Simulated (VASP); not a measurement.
All values below come from PBE GGA, VASP's PBE PAW potentials (set 64) (plane waves; VASP).

VASP input:

**INCAR**
```
SYSTEM = WSi2
PREC = Accurate
ENCUT = 400
EDIFF = 1E-2
NELM = 100
ALGO = Normal
LREAL = .FALSE.
LASPH = .TRUE.
ISMEAR = 1
SIGMA = 0.1
GGA = PE
LMAXMIX = 6
LWAVE = .FALSE.
LCHARG = .FALSE.
ISIF = 2
```

**KPOINTS**
```
Automatic mesh
0
Gamma
12 12 12
0 0 0
```

### POSCAR
```
WSi2
1
   -1.6050000000     1.6050000000     3.9150000000
    1.6050000000    -1.6050000000     3.9150000000
    1.6050000000     1.6050000000    -3.9150000000
Si W
2 1
Direct
  0.6650000000   0.6650000000   0.0000000000
  0.3350000000   0.3350000000   0.0000000000
  0.0000000000   0.0000000000   0.0000000000
```

POTCAR, in this order: Si W_sv (PBE.64 set). Program: vasp_std.

Output of the run:

### OSZICAR
```
       N       E                     dE             d eps       ncg     rms          rms(c)
DAV:   1     0.108576310861E+03    0.10858E+03   -0.96214E+03  4898   0.123E+03
DAV:   2    -0.222723125498E+02   -0.13085E+03   -0.12905E+03  5730   0.319E+02
DAV:   3    -0.256409635606E+02   -0.33687E+01   -0.33045E+01  6514   0.464E+01
DAV:   4    -0.256643694370E+02   -0.23406E-01   -0.23396E-01  5583   0.445E+00
DAV:   5    -0.256646319012E+02   -0.26246E-03   -0.26240E-03  5154   0.493E-01    0.256E+01
DAV:   6    -0.249065910318E+02    0.75804E+00   -0.44869E+00  5884   0.158E+01    0.884E+00
DAV:   7    -0.248268435653E+02    0.79747E-01   -0.27695E-01  5485   0.314E+00    0.453E+00
DAV:   8    -0.248051946255E+02    0.21649E-01   -0.43956E-02  5802   0.186E+00    0.299E-01
DAV:   9    -0.248047977948E+02    0.39683E-03   -0.12516E-03  2641   0.310E-01
   1 F= -.24804798E+02 E0= -.24804827E+02  d E =0.876775E-04
```

### OUTCAR
```
------------------------ aborting loop because EDIFF is reached ----------------------------------------
  FORCE on cell =-STRESS in cart. coord.  units (eV):
  Direction    XX          YY          ZZ          XY          YZ          ZX
  --------------------------------------------------------------------------------------
  Total        1.0462938      1.0462938      1.0762051      0.0000000      0.0000000      0.0000000
  in kB       41.5549152     41.5549152     42.7428821      0.0000000      0.0000000      0.0000000
  external PRESSURE =      41.9509041 kB  Pullay stress =       0.0000000 kB
  volume of cell :       40.34
      direct lattice vectors                 reciprocal lattice vectors
    -1.605000000  1.605000000  3.915000000     0.000000000  0.311526480  0.127713921
     1.605000000 -1.605000000  3.915000000     0.311526480  0.000000000  0.127713921
     1.605000000  1.605000000 -3.915000000     0.311526480  0.311526480  0.000000000
 POSITION                                       TOTAL-FORCE (eV/Angst)
 -----------------------------------------------------------------------------------
      0.00000      0.00000      5.20695        -0.000000     -0.000000      0.137166
      0.00000      0.00000      2.62305         0.000000      0.000000     -0.137166
      0.00000      0.00000      0.00000         0.000000      0.000000     -0.000000
 -----------------------------------------------------------------------------------
    total drift:                                0.000000      0.000000     -0.000000
  FREE ENERGIE OF THE ION-ELECTRON SYSTEM (eV)
  ---------------------------------------------------
  free  energy   TOTEN  =       -24.8047977948 eV

  energy  without entropy=      -24.8048854722  energy(sigma->0) =      -24.80482702
```
(Selected blocks of OUTCAR.)

The compound is WSi2 in the MoSi2 type structure. The cell was not relaxed at this level. The run is one of a series of settings (EDIFF = 1E-2 against the base run), some of them coarse on purpose.
